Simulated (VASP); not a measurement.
Computed with PBE GGA, VASP's PBE PAW potentials (set 64) (plane waves; VASP 6.6.1).

The input files of a VASP run:

**INCAR**
```
! general
SYSTEM =Cu
PREC   =Accurate
ENCUT  =400   ! plane-wave cut-off (eV)
LREAL  =Auto   ! projection in real space or not
LASPH  =.True.

! electronic loop
EDIFF  =1E-6
NELM   =100   ! most electronic steps
ALGO   =Normal   ! blocked Davidson
LMAXMIX=4   ! l cut-off of mixed one-centre charges

! smearing
ISMEAR =1
SIGMA  =0.1

! functional
GGA    =PE   ! PBE

! ions
ISIF   =2

! output
LWAVE  =.False.
LCHARG =.False.
```

POSCAR:
```
Cu
1.0
  0.0000000000   1.8050000000   1.8050000000
  1.8050000000   0.0000000000   1.8050000000
  1.8050000000   1.8050000000   0.0000000000
Cu
1
Direct
  0.0000000000   0.0000000000   0.0000000000
```

**KPOINTS**
```
Automatic
0
gamma
 16 16 16
0 0 0
```

POTCAR, in this order: Cu (PBE.64 set). Program: vasp_std.

Output of the run:

File OUTCAR:
```
 ion  position               nearest neighbor table
   1  0.000  0.000  0.000-
  LATTYP: Found a face centered cubic cell.
 ALAT       =     3.6100000000
 Subroutine PRICEL returns:
 Original cell was already a primitive cell.
 Subroutine GETGRP returns: Found 48 space group operations
The static configuration has the point symmetry O_h .
The dynamic configuration has the point symmetry O_h .
 Subroutine INISYM returns: Found 48 space group operations
 Subroutine IBZKPT returns following result:
 Found    145 irreducible k-points:

 Following reciprocal coordinates:
            Coordinates               Weight
  0.000000  0.000000  0.000000      1.000000
  0.062500  0.000000  0.000000      8.000000
  0.125000  0.000000  0.000000      8.000000
  0.187500  0.000000  0.000000      8.000000
  0.250000  0.000000  0.000000      8.000000
  0.312500  0.000000  0.000000      8.000000
  0.375000  0.000000  0.000000      8.000000
  0.437500  0.000000  0.000000      8.000000
  0.500000  0.000000  0.000000      4.000000
  0.062500  0.062500  0.000000      6.000000
  0.125000  0.062500  0.000000     24.000000
  0.187500  0.062500  0.000000     24.000000
  0.250000  0.062500  0.000000     24.000000
  0.312500  0.062500  0.000000     24.000000
  0.375000  0.062500  0.000000     24.000000
  0.437500  0.062500  0.000000     24.000000
  0.500000  0.062500  0.000000     24.000000
 -0.437500  0.062500  0.000000     24.000000
 -0.375000  0.062500  0.000000     24.000000
 -0.312500  0.062500  0.000000     24.000000
 -0.250000  0.062500  0.000000     24.000000
 -0.187500  0.062500  0.000000     24.000000
 -0.125000  0.062500  0.000000     24.000000
 -0.062500  0.062500  0.000000     12.000000
  0.125000  0.125000  0.000000      6.000000
...
```

### OSZICAR
```
       N       E                     dE             d eps       ncg     rms          rms(c)
DAV:   1     0.310966018890E+02    0.31097E+02   -0.49147E+03  2715   0.172E+03
DAV:   2    -0.428624858089E+01   -0.35383E+02   -0.33766E+02  2621   0.182E+02
DAV:   3    -0.462666065569E+01   -0.34041E+00   -0.33978E+00  3161   0.255E+01
DAV:   4    -0.462876630212E+01   -0.21056E-02   -0.21054E-02  3196   0.176E+00
DAV:   5    -0.462879059989E+01   -0.24298E-04   -0.24298E-04  3140   0.154E-01    0.766E+00
DAV:   6    -0.410388900751E+01    0.52490E+00   -0.16820E+01  2742   0.947E+01    0.389E+00
DAV:   7    -0.373975989905E+01    0.36413E+00   -0.26256E+00  2776   0.371E+01    0.578E-01
DAV:   8    -0.372900491196E+01    0.10755E-01   -0.50955E-03  2867   0.126E+00    0.308E-01
DAV:   9    -0.372733644625E+01    0.16685E-02   -0.11858E-02  2870   0.233E+00    0.326E-02
DAV:  10    -0.372733665417E+01   -0.20792E-06   -0.54474E-05  3833   0.152E-01    0.851E-03
DAV:  11    -0.372733543572E+01    0.12184E-05   -0.11420E-06  2070   0.229E-02    0.436E-04
DAV:  12    -0.372733544714E+01   -0.11423E-07   -0.52247E-08  1465   0.319E-03
   1 F= -.37273354E+01 E0= -.37272945E+01  d E =-.122958E-03
```

File OUTCAR:
```
------------------------ aborting loop because EDIFF is reached ----------------------------------------
  FORCE on cell =-STRESS in cart. coord.  units (eV):
  Direction    XX          YY          ZZ          XY          YZ          ZX
  --------------------------------------------------------------------------------------
  Total        0.1661769      0.1661769      0.1661769     -0.0000000      0.0000000     -0.0000000
  in kB       22.6370429     22.6370429     22.6370429     -0.0000000      0.0000000     -0.0000000
  external PRESSURE =      22.6370429 kB  Pullay stress =       0.0000000 kB
  volume of cell :       11.76
      direct lattice vectors                 reciprocal lattice vectors
     0.000000000  1.805000000  1.805000000    -0.277008310  0.277008310  0.277008310
     1.805000000  0.000000000  1.805000000     0.277008310 -0.277008310  0.277008310
     1.805000000  1.805000000  0.000000000     0.277008310  0.277008310 -0.277008310
 POSITION                                       TOTAL-FORCE (eV/Angst)
 -----------------------------------------------------------------------------------
      0.00000      0.00000      0.00000        -0.000000      0.000000     -0.000000
 -----------------------------------------------------------------------------------
    total drift:                                0.000000     -0.000000      0.000000
  FREE ENERGIE OF THE ION-ELECTRON SYSTEM (eV)
  ---------------------------------------------------
  free  energy   TOTEN  =        -3.7273354471 eV

  energy  without entropy=       -3.7272124888  energy(sigma->0) =       -3.72729446
```
(Selected blocks of OUTCAR.)

The compound is Cu in the fcc structure. The cell was not relaxed at this level. The run is one of a series of settings (LREAL = Auto against the base run), some of them coarse on purpose.
